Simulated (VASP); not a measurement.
```xyz
3
Lattice="0.0000 3.5598 3.5598 3.5598 0.0000 3.5598 3.5598 3.5598 0.0000" Properties=species:S:1:pos:R:3 pbc="T T T"
Sr     0.0000     0.0000     0.0000
Cl     1.7799     1.7799     1.7799
Cl     5.3397     5.3397     5.3397
```

The numbers are results of PBE GGA, VASP's PBE PAW potentials (set 64) (plane waves; VASP), not measurements. Settings: 400 eV cut-off, 5×5×5 Γ-centred mesh, first-order Methfessel-Paxton smearing of 0.10 eV, potentials Sr_sv Cl.

Question: Give the stress tensor in GPa (positive for a compressed cell).

Answer: 
```
-1.00   0.00   0.00
 0.00  -1.00   0.00
 0.00   0.00  -1.00
```
The pressure is its mean diagonal, -1.00 GPa.

The compound is SrCl2 in the fluorite structure. The cell was not relaxed at this level. The run is one of a series of settings (ISMEAR = 1, SIGMA = 0.1 against the base run), some of them coarse on purpose.
